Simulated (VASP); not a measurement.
**AlCl3: single point with optB86b-vdW**

Molecule: AlCl3, in a box.

```
Al Cl
1.0
    13.59215    0.00000    0.00000
     0.00000   14.09215    0.00000
     0.00000    0.00000   14.59215
Al Cl
1 3
Direct
  0.50300 0.50470 0.50070
  0.41050 0.43080 0.58900
  0.53610 0.44920 0.37230
  0.56230 0.63430 0.54080
```

```json
{
 "Program": "VASP 6.6.1",
 "Task": "single point",
 "Functional": "optB86b-vdW",
 "Potentials or basis": "VASP PAW PBE potentials, release 64 (Al, Cl)",
 "Cutoff": "400 eV",
 "k mesh": "1 × 1 × 1",
 "Occupations": "gaussian, width 0.005 eV",
 "Spin": "no spin polarisation",
 "Further INCAR settings": "ALGO = Fast; EDIFF = 1e-06; NBANDS = 20; ISYM = 0"
}
```

```yaml
Largest_force: 0.034 eV/Å
Gap_between_the_frontier_levels: 5.58 eV
```

Forces in eV/Å, atoms in the order of the input:
```
Al   0.001  0.010  0.004
Cl   0.017  0.013 -0.017
Cl  -0.005  0.007  0.022
Cl  -0.013 -0.030 -0.010
```

Levels at points of the mesh, in eV from the valence-band top:
```csv
k point,band 9,band 10,band 11,band 12,band 13,band 14,band 15,band 16
"(0.00, 0.00, 0.00)",-0.58,-0.45,-0.45,0.00,5.58,5.97,7.54,7.80
```

Wall time 5 min on 4 MPI ranks on AMD EPYC 9R45 (Zen 5), on a shared host, peak memory 1.4 GiB a rank.

Caveat: the PAW data sets were made with another functional, which shifts forces and pressure a little.
